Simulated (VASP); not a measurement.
A run of VASP 6.6.1:

Contents of INCAR:

```
  PREC = Accurate
  ENCUT = 520
  EDIFF = 1E-7
  ISMEAR = -1
  SIGMA = 0.05
  LREAL = False
  LASPH = True
  NELM = 60
  ALGO = Normal
  ISIF = 2
  LWAVE = False
  LCHARG = False
  GGA = PE
  NBANDS = 43
```

KPOINTS

```
Automatic mesh
0
Gamma
  4 4 4
```

File POSCAR:

```
Ca3ZnSe4
1.0
    6.3818350000      0.0000000000      0.0000000000
    0.0000000000      6.3818350000      0.0000000000
    0.0000000000      0.0000000000      6.3818350000
Se Zn Ca
4 1 3
Direct
    0.2300930000      0.2300930000      0.2300930000
    0.2300930000      0.7699070000      0.7699070000
    0.7699070000      0.2300930000      0.7699070000
    0.7699070000      0.7699070000      0.2300930000
    0.0000000000      0.0000000000      0.0000000000
    0.5000000000      0.0000000000      0.5000000000
    0.5000000000      0.5000000000      0.0000000000
    0.0000000000      0.5000000000      0.5000000000
```

Potentials or basis: VASP PAW PBE potentials, release 64 (Se, Zn, Ca_sv).

Command:

```console
$ cat potpaw_PBE.64/Se/POTCAR potpaw_PBE.64/Zn/POTCAR potpaw_PBE.64/Ca_sv/POTCAR > POTCAR
$ mpirun -np 1 vasp_std > vasp.out
```

Hardware: 1 thread of Intel(R) Xeon(R) Platinum 8488C (Sapphire Rapids), with other jobs on the host.

Problem. How long does it take, and how much memory?

Solution. Run time: 98 s on 1 thread of Intel(R) Xeon(R) Platinum 8488C (Sapphire Rapids), with other jobs on the host, peak memory 0.37 GiB. Counts: scf iterations 17, k points 10.
